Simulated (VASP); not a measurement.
# Tc3Sn (P6_3/mmc) in VASP: reference runs

Reference runs on Tc3Sn: the cell as given and a disturbed copy.

Program: VASP 6.6.1. These are calculated values, not measurements. Logs are shortened: lines on timing, memory, paths and dates and some standing lists are left out, and cuts for length are marked.

## 1. The crystal as given

The structure is hexagonal, space group P6_3/mmc (No. 194). Conventional cell: a = 5.653 Å, b = 5.653 Å, c = 4.603 Å, α = 90.00°, β = 90.00°, γ = 120.00°. Sn (site symmetry -6m2) is surrounded by 12 Tc at 2.83 Å. Around Tc (site symmetry mm2) lie 8 Tc at 2.80 to 2.86 Å and 4 Sn at 2.83 Å.

The cell comes from a database or a generator and needn't be the stable form of this composition.

## 2. Single point, PBE

INCAR reads:

```
PREC = Accurate
ENCUT = 520
EDIFF = 1E-7
ISMEAR = -1
SIGMA = 0.05
LREAL = F
LASPH = T
NELM = 80
ALGO = Normal
ISIF = 2
LWAVE = F
LCHARG = F
GGA = PE
NBANDS = 63
```

KPOINTS reads:

```
regular mesh
0
Gamma
  6 6 6
```

POSCAR reads:

```
Tc3Sn
1.0
    5.6533577208      0.0000000000      0.0000000000
   -2.8266788604      4.8959514029      0.0000000000
    0.0000000000      0.0000000000      4.6031360000
Sn Tc
2 6
Direct
    0.3333333333      0.6666666667      0.7500000000
    0.6666666667      0.3333333333      0.2500000000
    0.1649190050      0.3298380100      0.2500000000
    0.1649190050      0.8350809950      0.2500000000
    0.6701619900      0.8350809950      0.2500000000
    0.8350809950      0.6701619900      0.7500000000
    0.8350809950      0.1649190050      0.7500000000
    0.3298380100      0.1649190050      0.7500000000
```

Potentials or basis: VASP PAW PBE potentials, release 64 (Sn_d, Tc_pv).

Run with:

```
$ cat potpaw_PBE.64/Sn_d/POTCAR potpaw_PBE.64/Tc_pv/POTCAR > POTCAR
$ mpirun -np 1 vasp_std > vasp.out
```

OUTCAR:

```text
PREC = Accurate
   ENCUT = 520
   EDIFF = 1E-7
   ISMEAR = -1
   LREAL = F
   LASPH = T
   NELM = 80
   ISIF = 2
   GGA = PE

 ion  position               nearest neighbor table
   1  0.333  0.667  0.750-   6 2.83   8 2.83   7 2.83   7 2.83   6 2.83   8 2.83   4 2.83   4 2.83
                             5 2.83   5 2.83   3 2.83   3 2.83
   2  0.667  0.333  0.250-   3 2.83   5 2.83   4 2.83   4 2.83   3 2.83   5 2.83   7 2.83   7 2.83
                             8 2.83   8 2.83   6 2.83   6 2.83
   3  0.165  0.330  0.250-   4 2.80   5 2.80   7 2.81   8 2.81   7 2.81   8 2.81   2 2.83   2 2.83
                             1 2.83   1 2.83   4 2.86   5 2.86
   4  0.165  0.835  0.250-   5 2.80   3 2.80   6 2.81   6 2.81   8 2.81   8 2.81   2 2.83   2 2.83
                             1 2.83   1 2.83   5 2.86   3 2.86
   5  0.670  0.835  0.250-   4 2.80   3 2.80   6 2.81   6 2.81   7 2.81   7 2.81   2 2.83   2 2.83
                             1 2.83   1 2.83   4 2.86   3 2.86
   6  0.835  0.670  0.750-   7 2.80   8 2.80   4 2.81   5 2.81   4 2.81   5 2.81   1 2.83   1 2.83
                             2 2.83   2 2.83   7 2.86   8 2.86
   7  0.835  0.165  0.750-   8 2.80   6 2.80   3 2.81   3 2.81   5 2.81   5 2.81   1 2.83   1 2.83
                             2 2.83   2 2.83   8 2.86   6 2.86
   8  0.330  0.165  0.750-   7 2.80   6 2.80   3 2.81   3 2.81   4 2.81   4 2.81   1 2.83   1 2.83
                             2 2.83   2 2.83   7 2.86   6 2.86

  LATTYP: Found a hexagonal cell.
 ALAT       =     5.6533577208
 C/A-ratio  =     0.8142304498

  Lattice vectors:

 A1 = (   5.6533577208,   0.0000000000,   0.0000000000)
 A2 = (  -2.8266788604,   4.8959514029,   0.0000000000)
 A3 = (   0.0000000000,   0.0000000000,   4.6031360000)

Analysis of symmetry for initial positions (statically):
=====================================================================
 Subroutine PRICEL returns:
 Original cell was already a primitive cell.

 Routine SETGRP: Setting up the symmetry group for a
 hexagonal supercell.

 Subroutine GETGRP returns: Found 24 space group operations
 (whereof 12 operations were pure point group operations)
 out of a pool of 24 trial point group operations.

The static configuration has the point symmetry D_3d.
 The point group associated with its full space group is D_6h.

Analysis of symmetry for dynamics (positions and initial velocities):
=====================================================================
 Subroutine PRICEL returns:
 Original cell was already a primitive cell.

[... 121 lines left out ...]
   LREAL  =      F    real-space projection
   EDIFFG = 0.1E-05   stopping-criterion for IOM
   NSW    =      0    number of steps for IOM
   IBRION =     -1    ionic relax: 0-MD 1-quasi-New 2-CG
   NFREE  =      0    steps in history (QN), initial steepest desc. (CG)
   ISIF   =      2    stress and relaxation
   ISYM   =      2    0-nonsym 1-usesym 2-fastsym
   POTIM  = 0.5000    time-step for ionic-motion
   TEBEG  =    0.0;   TEEND  =   0.0 temperature during run
   PSTRESS=    0.0 pullay stress
   NELECT =     106.0000    total number of electrons
   NUPDOWN=      -1.0000    fix difference up-down
   EMIN   =  10.00;   EMAX   =-10.00  energy-range for DOS
   EFERMI =   0.00;   METHOD = LEGACY
   ISMEAR =    -1;   SIGMA  =   0.05  broadening in eV -4-tet -1-fermi 0-gaus
   EFERMI_NEDOS =   21; number of points for ismear=-14 and -15
   IALGO  =     38    algorithm
   IMIX   =      4    mixing-type and parameters
     AMIX     =   0.40;   BMIX     =  1.00
     AMIX_MAG =   1.60;   BMIX_MAG =  1.00
  volume/ion in A,a.u.               =      15.93       107.47
  Fermi-wavevector in a.u.,A,eV,Ry     =   1.539729  2.909666 32.256227  2.370766
  Thomas-Fermi vector in A             =   2.645916
   LORBIT       =      0    0 simple, 1 ext, 2 COOP (PROOUT), +10 PAW based schemes
   GGA     = PE    functional components
[... 5 lines left out ...]
 non-spin polarized calculation
  energy-cutoff  :      520.00
  volume of cell :      127.41
 maximum number of plane-waves:      3467
   NGX = 21   NGY = 21   NGZ = 17

 number of electron     105.9999999 magnetization

 Free energy of the ion-electron system (eV)
  ---------------------------------------------------
  ext. energy  EPLUGINS =         0.00000000
  ---------------------------------------------------
  free energy    TOTEN  =       -67.77825871 eV

  energy without entropy =      -67.68157793  energy(sigma->0) =      -67.72991832

 E-fermi :  12.4710     XC(G=0): -13.1430

 val. band max:       12.4670782036   @ k =   0.1667   0.1667   0.3333
 cond. band min:      12.4739320695   @ k =   0.0000   0.0000   0.3333
 fundamental gap:      0.0068538658
 Fermi energy:        12.4709899169

 k-point     1 :       0.0000    0.0000    0.0000
  band No.  band energies     occupation
      1     -26.8767      2.00000
      2     -26.8618      2.00000
      3     -26.7280      2.00000
      4     -26.6471      2.00000
      5     -26.6471      2.00000
      6     -26.6195      2.00000
[... 1573 lines left out ...]
     62      14.2282      0.00000
     63      14.5277      0.00000

 [... further k-points ...]

------------------------ aborting loop because EDIFF is reached ----------------------------------------

  FORCE on cell =-STRESS in cart. coord.  units (eV):
  Direction    XX          YY          ZZ          XY          YZ          ZX
  --------------------------------------------------------------------------------------
  -------------------------------------------------------------------------------------
  Total       -1.0267129     -1.0267129     -1.8192255      0.0000000      0.0000000      0.0000000
  in kB      -12.9110701    -12.9110701    -22.8770359      0.0000000      0.0000000      0.0000000
  external PRESSURE =     -16.2330587 kB  Pullay stress =       0.0000000 kB

 VOLUME and BASIS-vectors are now :
 -----------------------------------------------------------------------------
  energy-cutoff  :      520.00
  volume of cell :      127.41
      direct lattice vectors                 reciprocal lattice vectors
     5.653357721  0.000000000  0.000000000     0.176886029  0.102125197  0.000000000
    -2.826678860  4.895951403  0.000000000     0.000000000  0.204250393  0.000000000
     0.000000000  0.000000000  4.603136000     0.000000000  0.000000000  0.217243201

 POSITION                                       TOTAL-FORCE (eV/Angst)
 -----------------------------------------------------------------------------------
     -0.00000      3.26397      3.45235         0.000000      0.000000      0.000000
      2.82668      1.63198      1.15078         0.000000     -0.000000      0.000000
      0.00000      1.61487      1.15078         0.000000     -0.073220     -0.000000
     -1.42816      4.08852      1.15078        -0.063410      0.036610      0.000000
      1.42816      4.08852      1.15078         0.063410      0.036610      0.000000
      2.82668      3.28108      3.45235         0.000000      0.073220      0.000000
      4.25484      0.80744      3.45235         0.063410     -0.036610      0.000000
      1.39852      0.80744      3.45235        -0.063410     -0.036610      0.000000
 -----------------------------------------------------------------------------------
    total drift:                               -0.000000      0.000000      0.000000

  FREE ENERGIE OF THE ION-ELECTRON SYSTEM (eV)
  ---------------------------------------------------
  free  energy   TOTEN  =       -67.7782587077 eV

  energy  without entropy=      -67.6815779322  energy(sigma->0) =      -67.72991832
```

Run time: 2.8 min. Hardware: 1 thread of AMD EPYC 9R45 (Zen 5), shared host; peak memory 0.31 GiB.

What came out:

```
Free energy            : -67.7783 eV
Pressure               : -1.6 GPa
Largest force          : 0.073 eV/Å
Band gap on the k mesh : none (metal or under the smearing width)
```

Forces on the atoms (eV/Å):
```
Sn   0.000  0.000  0.000
Sn   0.000  0.000  0.000
Tc   0.000 -0.073  0.000
Tc  -0.063  0.037  0.000
Tc   0.063  0.037  0.000
Tc   0.000  0.073  0.000
Tc   0.063 -0.037  0.000
Tc  -0.063 -0.037  0.000
```

## 3. Single point, PBE (atoms moved at random, drawn with an rms of 0.05 Å)

INCAR reads:

```
ALGO     = Normal         # electronic algorithm
EDIFF    = 1E-7           # SCF threshold, eV
ENCUT    = 520            # plane-wave cutoff, eV
GGA      = PE             # functional
ISIF     = 2              # what is computed and relaxed
ISMEAR   = -1             # smearing method
LASPH    = T              # aspherical terms in the spheres
LCHARG   = F              # write CHGCAR
LREAL    = F              # projectors in reciprocal space
LWAVE    = F              # write WAVECAR
NBANDS   = 63             # bands
NELM     = 100            # most SCF steps
PREC     = Accurate       # precision mode
SIGMA    = 0.05           # smearing width, eV
```

KPOINTS reads:

```
k-points
0
Gamma
  6 6 6
```

POSCAR reads:

```
Tc3Sn
1.0
    5.6533577208      0.0000000000      0.0000000000
   -2.8266788604      4.8959514029      0.0000000000
    0.0000000000      0.0000000000      4.6031360000
Sn Tc
2 6
Direct
    0.3260390000      0.6628830000      0.7488900000
    0.6757500000      0.3314320000      0.2488450000
    0.1680570000      0.3303260000      0.2459720000
    0.1660810000      0.8368310000      0.2512370000
    0.6735120000      0.8246700000      0.2447050000
    0.8388200000      0.6738420000      0.7514090000
    0.8238770000      0.1597990000      0.7554270000
    0.3302700000      0.1632780000      0.7420600000
```

Potentials or basis: VASP PAW PBE potentials, release 64 (Sn_d, Tc_pv).

Run with:

```
$ cat potpaw_PBE.64/Sn_d/POTCAR potpaw_PBE.64/Tc_pv/POTCAR > POTCAR
$ mpirun -np 1 vasp_std > vasp.out
```

Run time: 14 min. Hardware: 1 thread of AMD EPYC 9R45 (Zen 5), shared host; peak memory 0.68 GiB.

It converged, with:

```yaml
Free_energy: -67.7396 eV
Pressure: -1.3 GPa
Largest_force: 0.454 eV/Å
Band_gap_on_the_k_mesh: none (metal or under the smearing width)
```

Forces on the atoms (eV/Å):
```
Sn   0.355 -0.114 -0.083
Sn  -0.358 -0.157  0.090
Tc   0.240 -0.093  0.089
Tc   0.005  0.205 -0.078
Tc  -0.207  0.117  0.089
Tc  -0.339  0.021 -0.068
Tc   0.370 -0.090 -0.247
Tc  -0.068  0.111  0.208
```

Stress tensor (GPa, compression positive):
```
-1.21 -0.03 -0.11
-0.03 -0.85 -0.14
-0.11 -0.14 -1.94
```

Levels at points of the mesh, in eV from the Fermi level:
| k point | band 50 | band 51 | band 52 | band 53 | band 54 | band 55 | band 56 | band 57 |
| --- | --- | --- | --- | --- | --- | --- | --- | --- |
| (0.00, 0.00, 0.00) | -0.13 | -0.12 | 0.08 | 0.15 | 0.47 | 0.52 | 0.63 | 0.71 |
| (0.50, 0.00, 0.00) | -0.85 | -0.78 | -0.43 | -0.05 | 0.03 | 0.12 | 0.14 | 0.47 |
| (0.00, 0.50, 0.00) | -0.88 | -0.73 | -0.43 | -0.04 | 0.02 | 0.12 | 0.14 | 0.48 |
| (0.50, 0.50, 0.00) | -0.88 | -0.66 | -0.41 | -0.05 | -0.01 | 0.11 | 0.13 | 0.48 |
| (0.00, 0.00, 0.50) | -0.49 | -0.43 | -0.39 | -0.29 | -0.23 | 0.56 | 0.66 | 0.75 |
| (0.50, 0.00, 0.50) | -0.73 | -0.61 | -0.56 | -0.40 | -0.32 | 0.03 | 0.07 | 0.70 |
| (0.00, 0.50, 0.50) | -0.69 | -0.64 | -0.58 | -0.42 | -0.32 | -0.01 | 0.07 | 0.69 |
| (0.50, 0.50, 0.50) | -0.68 | -0.63 | -0.59 | -0.40 | -0.33 | -0.08 | 0.05 | 0.71 |
